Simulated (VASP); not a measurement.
Here is the system:

```
InAs
1.0
    0.00000     3.09453     3.09453
    3.09453     0.00000     3.09453
    3.09453     3.09453     0.00000
In As
1 1
Direct
  0.00000   0.00000   0.00000
  0.25000   0.25000   0.25000
```

All values below come from PBE GGA, VASP's PBE PAW potentials (set 64) (plane waves; VASP). Run with 520 eV cut-off, 7×7×7 Γ-centred mesh, Gaussian smearing of 0.050 eV, potentials In_d As.

Unless said otherwise, spin-orbit coupling is left out, though it shifts the bands of the heavy elements here.

Question: Estimate the energy per atom (σ→0), band gap (on the k-mesh) with the smallest direct gap where there is one.

Answer: 
| Quantity | Value |
|---|---|
| band gap (on the k-mesh) | none (metal, semimetal or under 0.01 eV) |
| energy per atom (σ→0) | -3856 meV/atom |

The absolute energy has meaning only against runs of the same code, potentials and settings.

The compound is InAs in the zinc blende structure. It was relaxed first, which changed the volume by +7 %.
